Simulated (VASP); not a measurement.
An input for Quantum ESPRESSO's pw.x (written as the equivalent of a VASP run, and not itself run):

```
&CONTROL
  calculation = 'vc-relax'
  pseudo_dir = './pseudo'
  outdir = './out'
  tprnfor = .true.
  tstress = .true.
  nstep = 60
  forc_conv_thr = 0.00039
/
&SYSTEM
  ibrav = 0
  nat = 2
  ntyp = 2
  ecutwfc = 96
  occupations = 'smearing'
  smearing = 'methfessel-paxton'
  degauss = 0.00735
  input_dft = 'rpbe'
/
&ELECTRONS
  conv_thr = 7.3e-08
  electron_maxstep = 100
/
&IONS
/
&CELL
/
ATOMIC_SPECIES
  Ga 69.723 Ga.upf
  Co 58.933 Co.upf
CELL_PARAMETERS angstrom
     2.8800000    0.0000000    0.0000000
     0.0000000    2.8800000    0.0000000
     0.0000000    0.0000000    2.8800000
ATOMIC_POSITIONS crystal
  Ga   0.5000000  0.5000000  0.5000000
  Co   0.0000000  0.0000000  0.0000000
K_POINTS automatic
  11 11 11 0 0 0
```

**Question.** Translate this input to VASP (INCAR, KPOINTS, POSCAR, choice of POTCAR).

**Answer.** One answer among several that fit: 
**POSCAR**
```
CoGa
1.0
  2.8800000000   0.0000000000   0.0000000000
  0.0000000000   2.8800000000   0.0000000000
  0.0000000000   0.0000000000   2.8800000000
Ga Co
1 1
direct
  0.5000000000   0.5000000000   0.5000000000
  0.0000000000   0.0000000000   0.0000000000
```

### KPOINTS
```
Automatic mesh
0
Gamma
11 11 11
0 0 0
```

INCAR:
```
SYSTEM = CoGa
PREC = Accurate; ENCUT = 520; LREAL = .FALSE.
LASPH = .TRUE.
EDIFF = 1E-6; NELM = 100; ALGO = Normal
LMAXMIX = 4
ISMEAR = 1; SIGMA = 0.1
GGA = RP
IBRION = 2; NSW = 60; ISIF = 3
EDIFFG = -0.01
LWAVE = .FALSE.; LCHARG = .FALSE.
```

POTCAR, in this order: Ga_d Co (PBE.64 set). Program: vasp_std.

The two are equivalent in intent, not identical: the potentials are each code's own (VASP's PAW set, PseudoDojo norm-conserving files in pw.x), so ENCUT and ecutwfc are chosen apart and not converted; conv_thr bounds pw.x's estimated SCF error, while EDIFF bounds the energy change between steps; forc_conv_thr acts on force components and is met together with etot_conv_thr.

The compound is CoGa in the CsCl type structure. This run relaxes it. Symmetry was kept, so distortions that lower it aren't found.
